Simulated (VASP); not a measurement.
Input:

```
CELL_PARAMETERS angstrom
      0.00000     2.75939     2.75939
      2.75939     0.00000     2.75939
      2.75939     2.75939     0.00000
ATOMIC_POSITIONS crystal
  Pb 0.00000 0.00000 0.00000
  F  0.25000 0.25000 0.25000
  F  0.75000 0.75000 0.75000
```

The numbers are results of LDA (Ceperley-Alder, Perdew-Zunger), VASP's LDA PAW potentials (set 64) (plane waves; VASP), not measurements. Run with 620 eV cut-off, 7×7×7 Γ-centred mesh, Gaussian smearing of 0.050 eV, potentials Pb_d F.

Energy and stress use the plane-wave basis of the starting cell.

Problem. The ions, cell shape and volume at an external pressure of 30.0 GPa are relaxed. What does this cell relax into?

Solution. 
```
CELL_PARAMETERS angstrom
      0.00000     2.71210     2.71210
      2.71210     0.00000     2.71210
      2.71210     2.71210     0.00000
ATOMIC_POSITIONS crystal
  Pb 0.00000 0.00000 0.00000
  F  0.25000 0.25000 0.25000
  F  0.75000 0.75000 0.75000
```
Space group Fm-3m (225), at a tolerance of 0.03 Å.

Problem. How do energy and volume change from the first to the last step?

Solution. The energy (σ→0) changes by +109.1 meV/atom and the volume by -5.1 %, in 4 ionic steps.

The compound is PbF2 in the fluorite structure, the β form. This run relaxes it under an external pressure of 30 GPa. Symmetry was kept, so distortions that lower it aren't found.
